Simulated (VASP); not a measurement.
Level of theory: PBE GGA with spin-orbit coupling, VASP's PBE PAW potentials (set 64) (plane waves; VASP).

VASP ran on this input.

INCAR:
```
! general
SYSTEM        = Ir
PREC          = Accurate
ENCUT         = 300
LREAL         = .FALSE.
LASPH         = .TRUE.

! electronic loop
EDIFF         = 1E-6
NELM          = 100
ALGO          = Normal
LMAXMIX       = 6

! smearing
ISMEAR        = -1
SIGMA         = 0.1

! functional
GGA           = PE
GGA_COMPAT    = .FALSE.

! spin
MAGMOM        = 12*0.0
LSORBIT       = .TRUE.
LNONCOLLINEAR = .TRUE.

! ions
ISIF          = 2

! output
LWAVE         = .FALSE.
LCHARG        = .FALSE.
LORBIT        = 11
```

### POSCAR
```
Ir
1
    2.7152900000     0.0000000000     0.0000000000
   -2.7152900000     2.7152900000     0.0000000000
    0.0000000000     0.0000000000    15.7600000000
Ir
4
Direct
  0.0000000000   0.0000000000   0.4390860000
  1.0000000000   0.5000000000   0.3172590000
  0.0000000000   0.0000000000   0.6827410000
  1.0000000000   0.5000000000   0.5609140000
```

### KPOINTS
```
Automatic mesh
0
G
  8 6 1
0 0 0
```

POTCAR, in this order: Ir (PBE.64 set). Program: vasp_ncl.

The resulting files:

**OSZICAR**
```
       N       E                     dE             d eps       ncg     rms          rms(c)
DAV:   1     0.257019514072E+03    0.25702E+03   -0.11586E+04  1888   0.962E+02
DAV:   2    -0.125747490236E+02   -0.26959E+03   -0.25605E+03  1960   0.387E+02
DAV:   3    -0.349710768254E+02   -0.22396E+02   -0.20965E+02  2524   0.954E+01
DAV:   4    -0.364670358802E+02   -0.14960E+01   -0.14157E+01  2580   0.241E+01
DAV:   5    -0.365371285483E+02   -0.70093E-01   -0.67616E-01  2728   0.407E+00    0.294E+01
DAV:   6    -0.351945785461E+02    0.13426E+01   -0.67369E+00  2716   0.268E+01    0.192E+01
DAV:   7    -0.412678689918E+02   -0.60733E+01   -0.36688E+01  3120   0.711E+01    0.231E+01
DAV:   8    -0.343091654939E+02    0.69587E+01   -0.17493E+01  3308   0.560E+01    0.450E+00
DAV:   9    -0.344573734050E+02   -0.14821E+00   -0.14246E+00  2556   0.932E+00    0.193E+00
DAV:  10    -0.344378910544E+02    0.19482E-01   -0.14478E-01  2752   0.455E+00    0.638E-01
DAV:  11    -0.344391564345E+02   -0.12654E-02   -0.15257E-02  2872   0.956E-01    0.550E-01
DAV:  12    -0.344370519674E+02    0.21045E-02   -0.81579E-03  2916   0.119E+00    0.181E-01
DAV:  13    -0.344370034766E+02    0.48491E-04   -0.49185E-04  2116   0.167E-01    0.832E-02
DAV:  14    -0.344369633987E+02    0.40078E-04   -0.70037E-05  2744   0.613E-02    0.410E-02
DAV:  15    -0.344369532646E+02    0.10134E-04   -0.40983E-05  2892   0.536E-02    0.131E-02
DAV:  16    -0.344369529253E+02    0.33930E-06   -0.45459E-06  2160   0.262E-02
   1 F= -.34436953E+02 E0= -.34352967E+02  d E =-.167971E+00  mag=    -0.0000     0.0000    -0.0000
```

**OUTCAR**
```
------------------------ aborting loop because EDIFF is reached ----------------------------------------
  FORCE on cell =-STRESS in cart. coord.  units (eV):
  Direction    XX          YY          ZZ          XY          YZ          ZX
  --------------------------------------------------------------------------------------
  Total       -2.3259636     -2.3259636     -0.8966424      0.0000000      0.0000000      0.0000000
  in kB      -32.0719120    -32.0719120    -12.3634928      0.0000000      0.0000000      0.0000000
  external PRESSURE =     -25.5024390 kB  Pullay stress =       0.0000000 kB
  volume of cell :      116.20
      direct lattice vectors                 reciprocal lattice vectors
     2.715290000  0.000000000  0.000000000     0.368284787  0.368284787  0.000000000
    -2.715290000  2.715290000  0.000000000     0.000000000  0.368284787  0.000000000
     0.000000000  0.000000000 15.760000000     0.000000000  0.000000000  0.063451777
 POSITION                                       TOTAL-FORCE (eV/Angst)
 -----------------------------------------------------------------------------------
      0.00000      0.00000      6.92000         0.000000     -0.000000     -0.804074
     -1.35764      1.35764      5.00000        -0.000000     -0.000000      0.374403
      0.00000      0.00000     10.76000        -0.000000      0.000000     -0.374403
     -1.35764      1.35764      8.84000        -0.000000      0.000000      0.804074
 -----------------------------------------------------------------------------------
    total drift:                               -0.000000      0.000000     -0.000000
  FREE ENERGIE OF THE ION-ELECTRON SYSTEM (eV)
  ---------------------------------------------------
  free  energy   TOTEN  =       -34.4369529253 eV

  energy  without entropy=      -34.2689814748  energy(sigma->0) =      -34.35296720

 total charge

# of ion       s       p       d       tot
------------------------------------------
    1        0.671   0.743   6.941   8.354
    2        0.650   0.518   6.895   8.063
    3        0.650   0.518   6.895   8.063
    4        0.671   0.743   6.941   8.354
--------------------------------------------------
tot          2.642   2.522  27.671  32.835

 magnetization (x)

# of ion       s       p       d       tot
------------------------------------------
    1        0.000   0.000   0.000   0.000
    2        0.000   0.000   0.000   0.000
    3        0.000   0.000   0.000   0.000
    4        0.000   0.000   0.000   0.000
--------------------------------------------------
tot          0.000   0.000   0.000   0.000

 magnetization (y)

# of ion       s       p       d       tot
------------------------------------------
    1        0.000   0.000   0.000   0.000
    2        0.000   0.000   0.000   0.000
    3       -0.000  -0.000   0.000  -0.000
    4       -0.000   0.000   0.000  -0.000
--------------------------------------------------
tot          0.000   0.000   0.000   0.000

 magnetization (z)

# of ion       s       p       d       tot
------------------------------------------
    1        0.000  -0.000   0.000   0.000
    2        0.000   0.000   0.000   0.000
    3        0.000   0.000   0.000   0.000
    4        0.000   0.000   0.000   0.000
--------------------------------------------------
tot          0.000   0.000   0.000   0.000

 Ion:    1  E_soc:     -0.7818755

 Ion:    2  E_soc:     -0.8847205

 Ion:    3  E_soc:     -0.8847205

 Ion:    4  E_soc:     -0.7818755
```
(Selected blocks of OUTCAR.)

At this cut-off the stress carries a Pulay error, which pulls relaxed volumes low. The cell holds a wide vacuum, so values per volume refer to the whole cell.

The cell is a sheet with vacuum, built from a generated structure.
